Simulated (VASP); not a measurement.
# MgTa2Ga2 (P1) in VASP: a series of runs

The runs below take MgTa2Ga2 through single point, with PBE.

All numbers are computed with VASP 6.6.1; they aren't measurements. Logs are shortened: lines on timing, memory, paths and dates and some standing lists are left out, and cuts for length are marked.

**1. Starting point**

The typed cell holds 10 atoms: a = 7.023 Å, b = 7.127 Å, c = 3.872 Å, α = 90.02°, β = 89.86°, γ = 91.33°.

The cell was built by a generator and needn't be a form met in nature.

**2. Single point, PBE**

INCAR

```
ALGO     = Fast           # electronic algorithm
EDIFF    = 1E-6           # SCF threshold, eV
ENCUT    = 520            # plane-wave cutoff, eV
GGA      = PE             # functional
ISIF     = 2              # what is computed and relaxed
ISMEAR   = 1              # smearing method
LASPH    = T              # aspherical terms in the spheres
LCHARG   = T              # write CHGCAR
LELF     = T              # ELF
LREAL    = F              # projectors in reciprocal space
LVHAR    = T            
LWAVE    = F              # write WAVECAR
NBANDS   = 61             # bands
NELM     = 60             # most SCF steps
PREC     = Accurate       # precision mode
SIGMA    = 0.05           # smearing width, eV
```

KPOINTS

```
k-points
0
Gamma
  2 2 4
```

POSCAR

```
MgTa2Ga2
1.0
    7.0223450000     -0.0818010000      0.0087990000
   -0.0818010000      7.1266850000     -0.0010270000
    0.0048150000     -0.0005620000      3.8724290000
Ta Ga Mg
4 4 2
Direct
    0.1554954269      0.6608834430      0.5701750821
    0.3720230012      0.1796235734      0.5120509745
    0.8547150979      0.3444448835      0.5064676736
    0.6467330310      0.8390570097      0.5437664855
    0.4168093289      0.9006046801      0.0310397985
    0.1353863579      0.3582755570      0.9880758781
    0.6412381712      0.1214284140      0.9913396611
    0.9253634267      0.6287711553      0.0201197944
    0.0200031000      0.0125806241      0.0140059154
    0.5004991748      0.4636127747      0.9784239396
```

Potentials or basis: VASP PAW PBE potentials, release 64 (Ta_pv, Ga_d, Mg).

Started as:

```console
$ cat potpaw_PBE.64/Ta_pv/POTCAR potpaw_PBE.64/Ga_d/POTCAR potpaw_PBE.64/Mg/POTCAR > POTCAR
$ mpirun -np 1 vasp_std > vasp.out
```

OUTCAR:

```text
EDIFF = 1E-6
   ENCUT = 520
   GGA = PE
   ISIF = 2
   ISMEAR = 1
   LASPH = T
   LREAL = F
   NELM = 60
   PREC = Accurate

 ion  position               nearest neighbor table
   1  0.155  0.661  0.570-   8 2.38   8 2.68   6 2.70   5 3.06   3 3.06   6 3.12   9 3.20   5 3.24
                            10 3.24   9 3.46
   2  0.372  0.180  0.512-   7 2.69   5 2.75   7 2.80   6 2.80  10 2.84   5 2.85   6 2.94  10 3.01
                             4 3.14   9 3.34   9 3.34   3 3.56
   3  0.855  0.344  0.506-   6 2.72   8 2.80   6 2.81   7 2.86   8 2.87   7 2.94   1 3.06  10 3.21
                             9 3.27   9 3.31  10 3.35   2 3.56
   4  0.647  0.839  0.544-   5 2.53   5 2.61   7 2.66   7 2.94   8 3.10   2 3.14   8 3.21  10 3.30
                             9 3.40   9 3.53  10 3.59
   5  0.417  0.901  0.031-   7 2.21   4 2.53   4 2.61   2 2.75   2 2.85   9 2.92   1 3.06  10 3.19
                             1 3.24
   6  0.135  0.358  0.988-   8 2.46   9 2.58  10 2.66   1 2.70   3 2.72   2 2.80   3 2.81   2 2.94
                             1 3.12
   7  0.641  0.121  0.991-   5 2.21  10 2.65   4 2.66   2 2.69   9 2.79   2 2.80   3 2.86   4 2.94
                             3 2.94
   8  0.925  0.629  0.020-   1 2.38   6 2.46   1 2.68   9 2.80   3 2.80   3 2.87   4 3.10  10 3.19
                             4 3.21
   9  0.020  0.013  0.014-   6 2.58   7 2.79   8 2.80   5 2.92   1 3.20   3 3.27   3 3.31   2 3.34
                             2 3.34   4 3.40   1 3.46   4 3.53
  10  0.500  0.464  0.978-   7 2.65   6 2.66   2 2.84   2 3.01   8 3.19   5 3.19   3 3.21   1 3.24
                             4 3.30   3 3.35   4 3.59

  LATTYP: Found a triclinic cell.
 ALAT       =     7.0228269326
 B/A-ratio  =     1.0148554974
 C/A-ratio  =     0.5514064452
 COS(alpha) =     0.0003034866
 COS(beta)  =     0.0024979230
 COS(gamma) =     0.0231238706

  Lattice vectors:

 A1 = (  -7.0223450000,   0.0818010000,  -0.0087990000)
 A2 = (  -0.0818010000,   7.1266850000,  -0.0010270000)
 A3 = (  -0.0048150000,   0.0005620000,  -3.8724290000)

Analysis of symmetry for initial positions (statically):
=====================================================================
 Subroutine PRICEL returns:
 Original cell was already a primitive cell.

 Routine SETGRP: Setting up the symmetry group for a
 triclinic supercell.

 Subroutine GETGRP returns: Found  1 space group operations
 (whereof  1 operations were pure point group operations)
 out of a pool of  2 trial point group operations.

The static configuration has the point symmetry C_1 .

Analysis of symmetry for dynamics (positions and initial velocities):
=====================================================================
 Subroutine PRICEL returns:
 Original cell was already a primitive cell.

 Routine SETGRP: Setting up the symmetry group for a
 triclinic supercell.

 Subroutine GETGRP returns: Found  1 space group operations
 (whereof  1 operations were pure point group operations)
 out of a pool of  2 trial point group operations.

The dynamic configuration has the point symmetry C_1 .

 Subroutine INISYM returns: Found  1 space group operations
 (whereof  1 operations are pure point group operations),
 and found     1 'primitive' translations

----------------------------------------------------------------------------------------

                                     Primitive cell

  volume of cell :     193.7735

  direct lattice vectors                    reciprocal lattice vectors
     7.022345000 -0.081801000  0.008799000     0.142421837  0.001634711 -0.000176851
    -0.081801000  7.126685000 -0.001027000     0.001634711  0.140336459  0.000018334
     0.004815000 -0.000562000  3.872429000    -0.000323180  0.000033504  0.258236258

  length of vectors
     7.022826933  7.127154520  3.872432034     0.142431328  0.140345981  0.258236463

  position of ions in fractional coordinates (direct lattice)
     0.155495427  0.660883443  0.570175082
     0.372023001  0.179623573  0.512050974
     0.854715098  0.344444884  0.506467674
     0.646733031  0.839057010  0.543766486
     0.416809329  0.900604680  0.031039798
     0.135386358  0.358275557  0.988075878
     0.641238171  0.121428414  0.991339661
     0.925363427  0.628771155  0.020119794
     0.020003100  0.012580624  0.014005915
     0.500499175  0.463612775  0.978423940

  ion indices of the primitive-cell ions
   primitive index   ion index
                 1           1
                 2           2
                 3           3
                 4           4
                 5           5
                 6           6
                 7           7
                 8           8
                 9           9
                10          10

----------------------------------------------------------------------------------------

 KPOINTS: k-points

Automatic generation of k-mesh.
 Grid dimensions read from file:
 generate k-points for:    2    2    4

 Generating k-lattice:

  Cartesian coordinates                     Fractional coordinates (reciprocal lattice)
     0.071210919  0.000817355 -0.000088425     0.500000000 -0.000000000  0.000000000
     0.000817355  0.070168230  0.000009167    -0.000000000  0.500000000 -0.000000000
    -0.000080795  0.000008376  0.064559065    -0.000000000  0.000000000  0.250000000

  Length of vectors
     0.071215664  0.070172991  0.064559116

  Shift w.r.t. Gamma in fractional coordinates (k-lattice)
     0.000000000  0.000000000  0.000000000

 Subroutine IBZKPT returns following result:
 ===========================================

 Found     12 irreducible k-points:

 Following reciprocal coordinates:
            Coordinates               Weight
  0.000000  0.000000  0.000000      1.000000
  0.500000 -0.000000 -0.000000      1.000000
  0.000000  0.500000 -0.000000      1.000000
  0.500000  0.500000  0.000000      1.000000
 -0.000000  0.000000  0.250000      2.000000
  0.500000  0.000000  0.250000      2.000000
  0.000000  0.500000  0.250000      2.000000
  0.500000  0.500000  0.250000      2.000000
 -0.000000  0.000000  0.500000      1.000000
  0.500000 -0.000000  0.500000      1.000000
 -0.000000  0.500000  0.500000      1.000000
  0.500000  0.500000  0.500000      1.000000
   k-points           NKPTS =     12   k-points in BZ     NKDIM =     12   number of bands    NBANDS=     61
   number of dos      NEDOS =    301   number of ions     NIONS =     10
   total plane-waves  NPLWV =  87480
   dimension x,y,z NGX =    54 NGY =   54 NGZ =   30
   dimension x,y,z NGXF=   108 NGYF=  108 NGZF=   60
   ions per type =               4   4   2
   NGX,Y,Z   is equivalent  to a cutoff of  12.78, 12.60, 12.88 a.u.
   NGXF,Y,Z  is equivalent  to a cutoff of  25.57, 25.19, 25.76 a.u.
 SYSTEM =  unknown system
   PREC   = accura    normal or accurate (medium, high low for compatibility)
   ISTART =      0    job   : 0-new  1-cont  2-samecut
   ICHARG =      2    charge: 1-file 2-atom 10-const
   ISPIN  =      1    spin polarized calculation?
   LNONCOLLINEAR =      F non collinear calculations
   LSORBIT =      F    spin-orbit coupling
   LASPH  =      T    aspherical Exc in radial PAW
   ENCUT  =  520.0 eV  38.22 Ry    6.18 a.u.  13.06 13.25  7.20*2*pi/ulx,y,z
   NELM   =     60;   NELMIN=  2; NELMDL= -5     # of ELM steps
   EDIFF  = 0.1E-05   stopping-criterion for ELM
   LREAL  =      F    real-space projection
   EDIFFG = 0.1E-04   stopping-criterion for IOM
   NSW    =      0    number of steps for IOM
   IBRION =     -1    ionic relax: 0-MD 1-quasi-New 2-CG
   NFREE  =      0    steps in history (QN), initial steepest desc. (CG)
   ISIF   =      2    stress and relaxation
   ISYM   =      2    0-nonsym 1-usesym 2-fastsym
   POTIM  = 0.5000    time-step for ionic-motion
   TEBEG  =    0.0;   TEEND  =   0.0 temperature during run
   PSTRESS=    0.0 pullay stress
   NELECT =     100.0000    total number of electrons
   NUPDOWN=      -1.0000    fix difference up-down
   EMIN   =  10.00;   EMAX   =-10.00  energy-range for DOS
   EFERMI =   0.00;   METHOD = LEGACY
   ISMEAR =     1;   SIGMA  =   0.05  broadening in eV -4-tet -1-fermi 0-gaus
   EFERMI_NEDOS =   21; number of points for ismear=-14 and -15
   IALGO  =     68    algorithm
   IMIX   =      4    mixing-type and parameters
     AMIX     =   0.40;   BMIX     =  1.00
     AMIX_MAG =   1.60;   BMIX_MAG =  1.00
  volume/ion in A,a.u.               =      19.38       130.76
  Fermi-wavevector in a.u.,A,eV,Ry     =   1.313137  2.481469 23.460915  1.724329
  Thomas-Fermi vector in A             =   2.443481
   LORBIT       =      0    0 simple, 1 ext, 2 COOP (PROOUT), +10 PAW based schemes
   GGA     = PE    functional components
   LHFCALC =     F    Hartree Fock is set to
   AEXX    =    0.0000 exact exchange contribution
   IVDW    =     0    specifies the selected vdW correction
   LEPSILON=     F    determine dielectric tensor
   LRPA    =     F    only Hartree local field effects (RPA)
 non-spin polarized calculation
 RMM-DIIS sequential band-by-band and
 Methfessel and Paxton  Order N= 1 SIGMA  =   0.05
  energy-cutoff  :      520.00
  volume of cell :      193.77
 maximum number of plane-waves:      5244
 NGX is ok and might be reduce to    54
   NGX = 27   NGY = 27   NGZ = 15

 number of electron     100.0000000 magnetization

 number of electron      99.9999990 magnetization

 Free energy of the ion-electron system (eV)
  ---------------------------------------------------
  ext. energy  EPLUGINS =         0.00000000
  ---------------------------------------------------
  free energy    TOTEN  =       -58.39712592 eV

  energy without entropy =      -58.39991577  energy(sigma->0) =      -58.39805587

 E-fermi :   4.8076     XC(G=0): -11.0146

 val. band max:        4.7700912971   @ k =  -0.0000   0.0000   0.2500
 cond. band min:       4.8400916960   @ k =   0.0000   0.5000   0.2500
 fundamental gap:      0.0700003989
 Fermi energy:         4.8076006131

 k-point     1 :       0.0000    0.0000    0.0000
  band No.  band energies     occupation
      1     -30.1711      2.00000
      2     -30.1404      2.00000
      3     -30.1172      2.00000
      4     -30.0937      2.00000
      5     -30.0761      2.00000
      6     -30.0617      2.00000
[... 53 lines left out ...]
     60       7.2363      0.00000
     61       7.6806      0.00000

 k-point     2 :       0.5000   -0.0000   -0.0000
  band No.  band energies     occupation
      1     -30.1711      2.00000
      2     -30.1421      2.00000
      3     -30.1172      2.00000
      4     -30.0940      2.00000
      5     -30.0757      2.00000
      6     -30.0556      2.00000
[... 53 lines left out ...]
     60       7.2287      0.00000
     61       7.7987      0.00000

 k-point     3 :       0.0000    0.5000   -0.0000
  band No.  band energies     occupation
      1     -30.1640      2.00000
      2     -30.1492      2.00000
      3     -30.1171      2.00000
      4     -30.0926      2.00000
      5     -30.0763      2.00000
      6     -30.0633      2.00000
[... 565 lines left out ...]
     60       7.0797      0.00000
     61       7.9168      0.00000

 k-point    12 :       0.5000    0.5000    0.5000
  band No.  band energies     occupation
      1     -30.1595      2.00000
      2     -30.1531      2.00000
      3     -30.1493      2.00000
      4     -30.1090      2.00000
      5     -30.0879      2.00000
      6     -30.0562      2.00000
[... 53 lines left out ...]
     60       7.2149      0.00000
     61       7.5870      0.00000

------------------------ aborting loop because EDIFF is reached ----------------------------------------

  FORCE on cell =-STRESS in cart. coord.  units (eV):
  Direction    XX          YY          ZZ          XY          YZ          ZX
  --------------------------------------------------------------------------------------
  -------------------------------------------------------------------------------------
  Total       -3.7462052     -6.5488900     -5.3629616      2.9589080     -0.5163317     -4.2188362
  in kB      -30.9747425    -54.1481772    -44.3425677     24.4651346     -4.2691848    -34.8825970
  external PRESSURE =     -43.1551625 kB  Pullay stress =       0.0000000 kB

 VOLUME and BASIS-vectors are now :
 -----------------------------------------------------------------------------
  energy-cutoff  :      520.00
  volume of cell :      193.77
      direct lattice vectors                 reciprocal lattice vectors
     7.022345000 -0.081801000  0.008799000     0.142421837  0.001634711 -0.000176851
    -0.081801000  7.126685000 -0.001027000     0.001634711  0.140336459  0.000018334
     0.004815000 -0.000562000  3.872429000    -0.000323180  0.000033504  0.258236258

 POSITION                                       TOTAL-FORCE (eV/Angst)
 -----------------------------------------------------------------------------------
      1.04063      4.69687      2.20865         2.627308      0.511974     -2.669936
      2.60025      1.24940      1.98597        -0.850730     -0.559256     -0.305867
      5.97637      2.38455      1.96843        -0.368647     -0.106049     -0.006136
      4.47556      5.92649      2.11053         1.667665     -0.922779     -1.230168
      2.85346      6.38421      0.12294        -3.828935     -2.453781      0.411433
      0.92618      2.54169      3.82708         0.651865     -0.183125      0.827445
      4.49784      0.81237      3.84441         2.719351      2.109179      0.671350
      6.44688      4.40535      0.08541        -3.238673      0.498038      1.724351
      0.13951      0.08801      0.05440        -0.140545     -0.543046      0.120933
      3.48147      3.26253      3.79280         0.761340      1.648845      0.456594
 -----------------------------------------------------------------------------------
    total drift:                               -0.000440      0.000532     -0.000296

  FREE ENERGIE OF THE ION-ELECTRON SYSTEM (eV)
  ---------------------------------------------------
  free  energy   TOTEN  =       -58.3971259210 eV

  energy  without entropy=      -58.3999157705  energy(sigma->0) =      -58.39805587
```

Wall time 4.2 min (1 thread of Intel Xeon Platinum 8559C (Emerald Rapids), shared host); peak memory 0.35 GiB.

Results:

```
Free energy            : -58.3971 eV
Pressure               : -4.3 GPa
Largest force          : 4.566 eV/Å
Band gap on the k mesh : 0.07 eV, indirect (least direct gap 0.10 eV)
```

Forces on the atoms (eV/Å):
```
Ta   2.627  0.512 -2.670
Ta  -0.851 -0.559 -0.306
Ta  -0.369 -0.106 -0.006
Ta   1.668 -0.923 -1.230
Ga  -3.829 -2.454  0.411
Ga   0.652 -0.183  0.827
Ga   2.719  2.109  0.671
Ga  -3.239  0.498  1.724
Mg  -0.141 -0.543  0.121
Mg   0.761  1.649  0.457
```

Caveat: the k mesh is coarse (spacing up to 0.45 Å⁻¹), so the values aren't converged; spin-orbit coupling is left out, which moves the levels of the heavy elements; forces of over 1 eV/Å show positions far from the minimum, so gaps and moduli don't describe the material at rest. A k mesh can miss the band edges.

[end of part 1 of 2]
